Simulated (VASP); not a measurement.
Input of a VASP 6.6.1 run:

Contents of INCAR:

```
PREC = Accurate ; ENCUT = 520
EDIFF = 1E-7 ; ISMEAR = -1
SIGMA = 0.1 ; LREAL = F
LASPH = T ; NELM = 100
ALGO = Fast ; ISIF = 2
LWAVE = F ; LCHARG = F
GGA = PS ; NBANDS = 63
```

KPOINTS

```
Automatic mesh
0
Gamma
  6 6 1
```

POSCAR

```
GaC
1.0
    1.6579043200      2.7989174000      0.0221579600
   -1.7014521300      2.8240587600     -0.0031595000
    0.1242829400      0.0538460200     16.5174836800
Ga C
6 6
Direct
    0.9693710000      0.9828960000      0.0008340000
    0.0165930000      0.9987750000      0.5051590000
    0.2996230000      0.3505250000      0.1677440000
    0.6403870000      0.7094580000      0.6672840000
    0.5948510000      0.6954790000      0.3386620000
    0.3073850000      0.3869000000      0.8441860000
    0.3710500000      0.2508910000      0.0463620000
    0.6006940000      0.6404610000      0.5435460000
    0.6553370000      0.6946960000      0.1991320000
    0.3175480000      0.3826410000      0.7128660000
    0.9950960000      0.0125590000      0.3750790000
    0.9722750000      0.0258130000      0.8796540000
```

Potentials or basis: VASP PAW PBE potentials, release 64 (Ga_d, C).

Launch:

```console
$ cat potpaw_PBE.64/Ga_d/POTCAR potpaw_PBE.64/C/POTCAR > POTCAR
$ mpirun -np 1 vasp_std > vasp.out
```

Problem. Estimate the band gap on the k mesh.

Solution. None (metal or under the smearing width).

Problem. Predict the pressure.

Solution. -1.2 GPa.

Problem. Predict the largest force.

Solution. 3.021 eV/Å.

Stress tensor (GPa, compression positive):
```
 4.82  5.78 -2.58
 5.78 -1.15 -1.20
-2.58 -1.20 -7.32
```

Caveat: the k mesh is coarse (spacing up to 0.38 Å⁻¹), so the values aren't converged; the PAW data sets were made with another functional, which shifts forces and pressure a little.
